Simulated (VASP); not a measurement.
C:

```
CELL_PARAMETERS angstrom
2.46100 0.00000 0.00000
-1.23050 2.13129 0.00000
0.00000 0.00000 6.70800
ATOMIC_POSITIONS crystal
C 0.00000 0.00000 0.25000
C 0.33333 0.66667 0.25000
C 0.00000 0.00000 0.75000
C 0.66667 0.33333 0.75000
```

The cell was built by a generator and needn't be a form met in nature.

Base run:

```yaml
Program: VASP 6.6.1
Functional: PBE
Dispersion: D2
Potentials_or_basis: VASP PAW PBE potentials, release 64 (C)
Cutoff: 520 eV
k_mesh: 16 × 16 × 4
Occupations: fermi-dirac, width 0.05 eV
Spin: no spin polarisation
```

Its results: band gap on the k mesh 0.56 eV, direct; pressure 0.7 GPa.

The run is repeated on the same cell with these changes: dispersion from D2 to TS. What comes out?

Band gap on the k mesh 0.56 eV, direct; pressure -0.3 GPa.

A k mesh can miss the band edges.
